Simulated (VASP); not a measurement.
Energy against volume of TiAl (L1_0). Calculation: optB88-vdW, VASP's PBE PAW potentials (set 64) (plane waves; VASP 6.6.1). Settings: 520 eV cut-off, 13×13×9 Γ-centred mesh, first-order Methfessel-Paxton smearing of 0.10 eV, potentials Ti_sv Al.

Shape and ions are relaxed at each volume.

| V (Å³/atom) | E (eV/atom) |
|---|---|
| 15.167 | -3.91734 |
| 15.651 | -3.93462 |
| 16.136 | -3.93996 |
| 16.620 | -3.93498 |

Q: Fit these four points and predict the energy of the run at 17.104 Å³/atom.

A: A cubic in V^(−2/3), the third-order Birch-Murnaghan form, passes through the four points with V0 = 16.13 Å³/atom and B0 = 114 GPa, and gives -3.9211 eV/atom there. The run gave -3.9211 eV/atom, -0.0 meV/atom from the fit; all five points give B0 = 114 GPa.

The compound is TiAl in the L1_0 structure. It was relaxed first.
